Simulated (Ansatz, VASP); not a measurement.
# CSb: the dispersion correction in 2 programs

The cell as given:

```cif
data_structure
_symmetry_space_group_name_H-M 'P 1'
_symmetry_Int_Tables_number 1
_cell_length_a 3.1147
_cell_length_b 3.1147
_cell_length_c 3.1147
_cell_angle_alpha 90.000
_cell_angle_beta 90.000
_cell_angle_gamma 90.000
_cell_volume 30.22
loop_
_atom_site_label
_atom_site_type_symbol
_atom_site_fract_x
_atom_site_fract_y
_atom_site_fract_z
_atom_site_occupancy
Sb1 Sb 0.50000 0.50000 0.50000 1
C1 C 0.00000 0.00000 0.00000 1
```

The cell comes from a database or a generator and needn't be the stable form of this composition.

Kept alike: task relaxation of cell and atoms; functional PBEsol; k mesh 9 × 9 × 9; occupations fermi-dirac, width 0.05 eV; no spin polarisation. The mesh is that of the run's cell of 2 atoms. No spin-orbit coupling.

- A: Ansatz, Ansatz PAW, made for PBE, cutoff 420 eV
- B: VASP, PBE PAW files C, Sb, 600 eV, made for PBE

| dispersion correction | A: volume (Å³/atom) | B: volume (Å³/atom) |
| --- | --- | --- |
| none | 14.404 | 14.363 |
| D3(BJ) | 13.880 | 13.852 |
| D4 | 14.083 | 14.044 |

Values on potentials made for another functional: all of A; all of B. Values hold for each row's relaxed cell, which stops near the pressure aimed at (zero). Ansatz's stress holds its Pulay term. Programs can differ in the three-body term of D3, and some take D4 from an outside library.

**Question.** How large is the effect of the dispersion correction, and do the programs agree on it?

**Answer.** From none to D3(BJ) the volume moves by -0.524 in A, -0.511 in B (Å³/atom). Row by row the programs differ by 0.028 to 0.041, and over this span the shifts, as printed, agree within about 2 %. Shifts from none: D3(BJ) -0.524, -0.511; D4 -0.321, -0.319; the programs' shifts differ by up to 0.013.
